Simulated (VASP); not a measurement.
# Which face does W expose?

Which face of W is cheapest, and which holds its electrons hardest?

Main program and level: VASP 6.6.1; PBEsol; plane waves and PAW (W).

Report form: the programs' logs are mostly left out.

## (1) Set-up

It takes space group Im-3m (No. 229, cubic). The conventional cell has a = 3.160 Å, b = 3.160 Å, c = 3.160 Å, α = 90.00°, β = 90.00°, γ = 90.00°. Nearest to W lie 8 W at 2.74 Å.

## (2) The bulk reference, job relaxation, k-mesh 17×17×17

The bulk crystal is relaxed first, so that the slabs are cut at this functional's lattice.

INCAR reads:

```
SYSTEM = W
PREC = Accurate
ENCUT = 420
EDIFF = 1E-06
NELM = 120
ISMEAR = 1
SIGMA = 0.15
LREAL = .FALSE.
ALGO = Normal
GGA = PS
NBANDS = 9
LORBIT = 11
LWAVE = .FALSE.
LCHARG = .FALSE.
KPAR = 4
IBRION = 2
NSW = 30
ISIF = 3
EDIFFG = -0.01
POTIM = 0.4
```

POSCAR reads:

```
W
1.0
   -1.5800000000      1.5800000000      1.5800000000
    1.5800000000     -1.5800000000      1.5800000000
    1.5800000000      1.5800000000     -1.5800000000
W
1
Direct
    0.0000000000      0.0000000000      0.0000000000
```

KPOINTS reads:

```
Automatic mesh
0
Gamma
17 17 17
0 0 0
```

PAW data sets: W (PBE family, release 64).

Command:

```bash
$ mpirun -np 4 vasp_std
```

Run time: 8.4 s. Hardware: 4 MPI ranks of AMD EPYC 7R43, shared host; peak memory 0.43 GiB.

The PAW data sets were made with PBE, which is usual practice but a small mismatch for other functionals. The data set W keeps the semicore shell frozen, which is cheaper and a little less accurate. The run keeps the 48 symmetry operations of its start, so it cannot find a distortion of lower symmetry.

The steps of the relaxation:

```csv
step,energy less that of the first step (eV),largest force (eV/Å),pressure (GPa),volume (Å³)
1,0.0000,0.0000,-4.94,15.78
2,0.0247,0.0000,14.97,14.91
3,-0.0038,0.0000,-0.07,15.54
```

```csv
"conventional cell, symmetrised",before,after,change
a (Å),3.160,3.144,-0.5 %
b (Å),3.160,3.144,-0.5 %
c (Å),3.160,3.144,-0.5 %
volume (Å³/atom),15.78,15.54,-1.5 %
```

The relaxed structure:

```xyz
1
Lattice="-1.5720 1.5720 1.5720 1.5720 -1.5720 1.5720 1.5720 1.5720 -1.5720" Properties=species:S:1:pos:R:3 pbc="T T T"
W     0.0000    0.0000    0.0000
```

Numbers from this step:

- electronic cycles: 23
- electrons: 6
- free energy (TOTEN): -13.88 eV
- energy at zero smearing: -13.88 eV
- Fermi energy: 7.914 eV
- metallic: yes

The run ended after 3 ionic steps, 0.004 eV below its first step, once forces and stress met EDIFFG = -0.01.

Energy at zero smearing: -13.88264 eV.

## (3) The bulk reference, job self-consistent run, k-mesh 21×21×21

INCAR reads:

```
SYSTEM = W
PREC = Normal
ENCUT = 320
EDIFF = 1E-06
NELM = 120
ISMEAR = 1
SIGMA = 0.15
LREAL = .FALSE.
ALGO = Fast
GGA = PS
NBANDS = 9
LORBIT = 11
LWAVE = .FALSE.
LCHARG = .FALSE.
KPAR = 4
```

POSCAR reads:

```
W
1.0
   -1.5720373575      1.5720373575      1.5720373575
    1.5720373575     -1.5720373575      1.5720373575
    1.5720373575      1.5720373575     -1.5720373575
W
1
Direct
    0.0000000000      0.0000000000      0.0000000000
```

KPOINTS reads:

```
Automatic mesh
0
Gamma
21 21 21
0 0 0
```

Command:

```bash
$ mpirun -np 4 vasp_std
```

Elapsed: 3.6 s, on 4 MPI ranks; peak memory 0.35 GiB.

Numbers from this step:

```yaml
electronic_cycles: 14
fermi_energy: 7.967 eV
```

Energy at zero smearing: -13.87739 eV.

The run ends at a pressure of -0.82 GPa.

## (4) Relaxing the slab, 7 atoms, face W(110)

System of this step: W(110). The cell holds 7 atoms: 7 W. Cell: a = 3.144 Å, b = 2.723 Å, c = 28.339 Å, α = 90.0°, β = 90.0°, γ = 54.7°. It derives from W. 7 layers of bcc W, cut at this functional's lattice. Vacuum lies along c.

All atoms relax at the fixed cell.

INCAR reads:

```
SYSTEM = W
PREC = Normal
ENCUT = 320
EDIFF = 1E-05
NELM = 120
ISMEAR = 1
SIGMA = 0.15
LREAL = .FALSE.
ALGO = Fast
GGA = PS
NBANDS = 28
LORBIT = 11
LWAVE = .FALSE.
LCHARG = .FALSE.
KPAR = 4
IBRION = 2
NSW = 40
ISIF = 2
EDIFFG = -0.03
POTIM = 0.4
MAXMIX = 40
```

POSCAR reads:

```
W
1.0
    3.1440747150      0.0000000000      0.0000000000
    1.5720373575      2.2231965515      0.0000000000
    0.0000000000      0.0000000000     28.3391793092
W
7
Direct
    0.0000000000      0.0000000000      0.2646512800
    0.5000000000      0.0000000000      0.3431008500
    0.0000000000      0.0000000000      0.4215504300
    0.5000000000      0.0000000000      0.5000000000
    0.0000000000      0.0000000000      0.5784495700
    0.5000000000      0.0000000000      0.6568991500
    0.0000000000      0.0000000000      0.7353487200
```

KPOINTS reads:

```
Automatic mesh
0
Gamma
13 13 1
0 0 0
```

Command:

```bash
$ mpirun -np 4 vasp_std
```

Run time: 2.1 min. Hardware: 4 MPI ranks; peak memory 0.8 GiB; 8.2 min of CPU time.

The run keeps the 8 symmetry operations of its start, so it cannot find a distortion of lower symmetry.

The steps of the relaxation:

```csv
step,energy less that of the first step (eV),largest force (eV/Å)
1,0.0000,0.7534
2,-0.0535,0.2692
3,-0.0558,0.2542
4,-0.0614,0.0839
5,-0.0620,0.0713
6,-0.0620,0.0593
7,-0.0628,0.0509
8,-0.0644,0.0442
9,-0.0654,0.0713
10,-0.0654,0.0583
11,-0.0657,0.0157
```

The atoms that moved most (Å):

```csv
atom,dx,dy,dz,length
W1,0.000,0.000,0.080,0.080
W7,0.000,0.000,-0.080,0.080
```

Final coordinates:

```xyz
7
Lattice="3.1441 0.0000 0.0000 1.5720 2.2232 0.0000 0.0000 0.0000 28.3392" Properties=species:S:1:pos:R:3
W     0.0000    0.0000    7.5797
W     1.5720    0.0000    9.7193
W     0.0000    0.0000   11.9491
W     1.5720    0.0000   14.1696
W     0.0000    0.0000   16.3901
W     1.5720    0.0000   18.6199
W     0.0000    0.0000   20.7594
```

This step gave:

- electronic cycles: 74
- electrons: 42
- free energy (TOTEN): -94.0505 eV
- Fermi energy: 2.167 eV

The run ended after 11 ionic steps, 0.066 eV below its first step, once the forces on the free atoms met EDIFFG = -0.03.

## (5) Vacuum level and density of states, 7 atoms, face W(110)

A static run writes the electrostatic potential without exchange and correlation (LVHAR), which is flat in the vacuum and gives the level to count from. The dipole correction cancels the field that unlike faces would set up across the vacuum.

INCAR reads:

```
SYSTEM = W
PREC = Normal
ENCUT = 320
EDIFF = 1E-06
NELM = 120
ISMEAR = 1
SIGMA = 0.15
LREAL = .FALSE.
ALGO = Fast
GGA = PS
NBANDS = 28
LORBIT = 11
LWAVE = .FALSE.
LCHARG = .TRUE.
KPAR = 4
IDIPOL = 3
LDIPOL = .TRUE.
DIPOL = 0.5 0.5 0.5
LVHAR = .TRUE.
LVACPOTAV = .TRUE.
NEDOS = 1500
```

POSCAR reads:

```
W
1.0
    3.1440747150      0.0000000000      0.0000000000
    1.5720373575      2.2231965515      0.0000000000
    0.0000000000      0.0000000000     28.3391793092
W
7
Direct
    0.0000000000      0.0000000000      0.2674649082
    0.5000000000      0.0000000000      0.3429622403
    0.0000000000      0.0000000000      0.4216458721
    0.5000000000      0.0000000000      0.5000000000
    0.0000000000      0.0000000000      0.5783541279
    0.5000000000      0.0000000000      0.6570377597
    0.0000000000      0.0000000000      0.7325350918
```

KPOINTS is that of step 4.

Command:

```bash
$ mpirun -np 4 vasp_std
```

Elapsed: 44 s, on 4 MPI ranks; peak memory 0.77 GiB.

This step gave:

```
electronic cycles                          : 27
Fermi energy                               : 2.168 eV
dipole moment                              : 0, 0, 0 e·Å
vacuum levels                              : 7.079, 7.079 eV
work functions of the upper and lower face : 4.911, 4.911 eV
```

The planar average of the electrostatic potential oscillates, so the rows of the table below give means over windows of 2.25 Å about each position, cut where the curve ends. Its maxima inside the range that stand out by 2 % of the span (Å: eV): 8.7: -3.60, 10.8: -2.89, 13.0: -2.87, 15.3: -2.87, 17.5: -2.89, 19.7: -3.60. Its minima: 7.6: -12.0, 9.7: -12.6, 11.9: -12.5, 14.2: -12.5, 16.4: -12.5, 18.7: -12.6, 20.7: -12.0.

Zero at the Fermi level. Planar average of the electrostatic potential against height; means over each step:

```csv
height (Å),planar average of the electrostatic potential (eV)
1.12,4.91
3.38,4.91
5.62,3.20
7.88,-7.76
10.12,-7.95
12.38,-7.89
14.62,-7.90
16.88,-7.89
19.12,-8.27
21.38,-5.23
23.62,4.73
25.88,4.91
28.12,4.91
```

Density of states in the PAW spheres, an atom over height of the layer and energy from the Fermi level.

Ten even steps from '0' (0.05 states/eV) to '9' (1.62 states/eV), each cell a mean:
```
5333335
5121215
5211125
4221224
6332336
8455548
7689867
6677766
6666666
7988897
4898984
2322232
3433343
5645465
3656563
2443442
1443441
1233321
0000000
0000000
0000000
0000000
```
Columns: height of the layer (Å) from 7.6 to 20.8; rows upwards: energy from the Fermi level (eV) from -7.9 to 0.5.

Valence density in the ca plane at fractional y = 0.000, with atoms of W within 0.2 Å of it. It is the smooth field of the valence electrons, not physical close to the nuclei.

Ten even steps from '0' (0.00 e/Å³) to '9' (0.86 e/Å³), each cell a mean:
```
33346888753333346788753333346679620000000000
44445655544444445655544444555655420000000000
67644333445766654333345766754433210000000000
98743333346798753333346898754332210000000000
88743333346788753333346887754332210000000000
55544444445655544444445655655544310000000000
33345767654333445767754333446667520000000000
33346898753333346798753333345699720000000000
```
Columns run along c (16.0 Å, from fractional 0.34 to 0.91 of the cell), rows up along a (3.1 Å). Atoms in or near the plane, at fractional coordinates: W at (0.42, 0.00), W at (0.50, 0.50), W at (0.58, 0.00), W at (0.66, 0.50), W at (0.73, 0.00).

The map of layer states is cut here 0.5 eV above the Fermi level, so it leaves out the states above that.

The vacuum level lies 4.91 eV above the Fermi level at the upper face; both faces agree, as the slab has next to no dipole.

The program found no field-free point at its default tolerance, but its printed level agrees with the flat part of the planar average.

On this mesh the fine structure of the density of states is sampling noise, and high empty states may be cut by the number of bands.

## (6) Relaxing the slab, 9 atoms, face W(100)

System of this step: W(100). The cell holds 9 atoms: 9 W. Its edges and angles: a = 3.144 Å, b = 3.144 Å, c = 27.576 Å, α = 90.0°, β = 90.0°, γ = 90.0°. It derives from W. 9 layers of bcc W, cut at this functional's lattice. Vacuum lies along c.

INCAR reads:

```
SYSTEM = W
PREC = Normal
ENCUT = 320
EDIFF = 1E-05
NELM = 120
ISMEAR = 1
SIGMA = 0.15
LREAL = .FALSE.
ALGO = Fast
GGA = PS
NBANDS = 36
LORBIT = 11
LWAVE = .FALSE.
LCHARG = .FALSE.
KPAR = 4
IBRION = 2
NSW = 40
ISIF = 2
EDIFFG = -0.03
POTIM = 0.4
MAXMIX = 40
```

POSCAR reads:

```
W
1.0
    3.1440747150      0.0000000000      0.0000000000
    0.0000000000      3.1440747150      0.0000000000
    0.0000000000      0.0000000000     27.5762988600
W
9
Direct
    0.0000000000      0.0000000000      0.2719726800
    0.5000000000      0.5000000000      0.3289795100
    0.0000000000      0.0000000000      0.3859863400
    0.5000000000      0.5000000000      0.4429931700
    0.0000000000      0.0000000000      0.5000000000
    0.5000000000      0.5000000000      0.5570068300
    0.0000000000      0.0000000000      0.6140136600
    0.5000000000      0.5000000000      0.6710204900
    0.0000000000      0.0000000000      0.7280273200
```

KPOINTS reads:

```
Automatic mesh
0
Gamma
10 10 1
0 0 0
```

Command:

```bash
$ mpirun -np 4 vasp_std
```

Wall time 2.5 min (4 MPI ranks); peak memory 0.76 GiB.

The run keeps the 16 symmetry operations of its start, so it cannot find a distortion of lower symmetry.

Relaxation path:

```csv
step,energy less that of the first step (eV),largest force (eV/Å)
1,0.0000,1.8718
2,-0.3286,0.7473
3,-0.3483,0.3589
4,-0.3685,0.2495
5,-0.3711,0.1978
6,-0.3760,0.1120
7,-0.3785,0.1890
8,-0.3825,0.1367
9,-0.3869,0.1199
10,-0.3884,0.0497
11,-0.3884,0.0487
12,-0.3885,0.0105
```

The atoms that moved most (Å):

```csv
atom,dx,dy,dz,length
W9,0.000,0.000,-0.165,0.165
W1,0.000,0.000,0.165,0.165
W8,0.000,0.000,0.024,0.024
W2,0.000,0.000,-0.024,0.024
W3,0.000,0.000,0.017,0.017
W7,0.000,0.000,-0.017,0.017
```

The relaxed structure:

```
W
1.0
     3.14407    0.00000    0.00000
     0.00000    3.14407    0.00000
     0.00000    0.00000   27.57630
W
9
Cartesian
  0.0000 0.0000 7.6654
  1.5720 1.5720 9.0481
  0.0000 0.0000 10.6609
  1.5720 1.5720 12.2187
  0.0000 0.0000 13.7881
  1.5720 1.5720 15.3575
  0.0000 0.0000 16.9154
  1.5720 1.5720 18.5282
  0.0000 0.0000 19.9109
```

This step gave:

| Property | Result |
| --- | --- |
| electronic cycles | 110 |
| electrons | 54 |
| free energy (TOTEN) | -119.5215 eV |
| energy at zero smearing | -119.5224 eV |
| Fermi energy | 1.933 eV |

The run ended after 12 ionic steps, 0.389 eV below its first step, once the forces on the free atoms met EDIFFG = -0.03.

## (7) Vacuum level and density of states, 9 atoms, face W(100)

INCAR reads:

```
SYSTEM = W
PREC = Normal
ENCUT = 320
EDIFF = 1E-06
NELM = 120
ISMEAR = 1
SIGMA = 0.15
LREAL = .FALSE.
ALGO = Fast
GGA = PS
NBANDS = 36
LORBIT = 11
LWAVE = .FALSE.
LCHARG = .TRUE.
KPAR = 4
IDIPOL = 3
LDIPOL = .TRUE.
DIPOL = 0.5 0.5 0.5
LVHAR = .TRUE.
LVACPOTAV = .TRUE.
NEDOS = 1500
```

POSCAR reads:

```
W
1.0
    3.1440747150      0.0000000000      0.0000000000
    0.0000000000      3.1440747150      0.0000000000
    0.0000000000      0.0000000000     27.5762988600
W
9
Direct
    0.0000000000      0.0000000000      0.2779700172
    0.5000000000      0.5000000000      0.3281107101
    0.0000000000      0.0000000000      0.3865964866
    0.5000000000      0.5000000000      0.4430887889
    0.0000000000      0.0000000000      0.5000000000
    0.5000000000      0.5000000000      0.5569112111
    0.0000000000      0.0000000000      0.6134035134
    0.5000000000      0.5000000000      0.6718892899
    0.0000000000      0.0000000000      0.7220299828
```

KPOINTS is that of step 6.

Command:

```bash
$ mpirun -np 4 vasp_std
```

Wall time 42 s (4 MPI ranks); peak memory 0.72 GiB.

Numbers from this step:

- electronic cycles: 30
- vacuum levels: 6.215, 6.215 eV
- work functions of the upper and lower face: 4.282, 4.282 eV

The planar average of the electrostatic potential oscillates, so the rows of the table below give means over windows of 1.53 Å about each position, cut where the curve ends. Its maxima inside the range that stand out by 2 % of the span (Å: eV): 9.8: -6.87, 11.5: -7.25, 13.0: -7.22, 14.6: -7.22, 16.1: -7.25, 17.7: -6.87. Its minima: 8.9: -8.74, 10.7: -8.39, 12.3: -8.37, 13.8: -8.52, 15.3: -8.37, 16.9: -8.39, 18.7: -8.74.

Zero at the Fermi level. Planar average of the electrostatic potential against height; means over each step:

```csv
height (Å),planar average of the electrostatic potential (eV)
0.77,4.29
2.29,4.29
3.82,4.27
5.35,3.90
6.88,-2.39
8.41,-8.59
9.95,-7.55
11.47,-7.77
13.00,-7.77
14.53,-7.77
16.06,-7.77
17.59,-7.55
19.12,-8.60
20.65,-2.65
22.18,3.87
23.71,4.27
25.24,4.29
26.77,4.29
```

Density of states in the PAW spheres, an atom over height of the layer and energy from the Fermi level.

Ten even steps from '0' (0.03 states/eV) to '9' (1.88 states/eV), each cell a mean:
```
412121214
912111219
932212239
422212224
222323222
445555544
556787655
565565565
686565686
487878784
245555542
343222343
564333465
244444442
145444541
133333331
123333321
012222210
000000000
000000000
000000000
000000000
```
Columns: height of the layer (Å) from 7.7 to 19.9 (not evenly spaced); rows upwards: energy from the Fermi level (eV) from -7.9 to 0.5.

(Continued in part 2 of 2.)

[Lines on the potential files, build, host, timing and source positions are cut from VASP's logs without a mark.]

[Logs are printed without paths, hosts, clocks, repeated set-up lines and the standing remarks that a program may print on its own settings, such as how far it seeks lower states.]

[Hosts, paths, dates, database ids (printed as entryN), source tags and the programs' standing remarks are cut or masked in the printed files.]

[Runs that stopped without an error message from VASP are left out.]
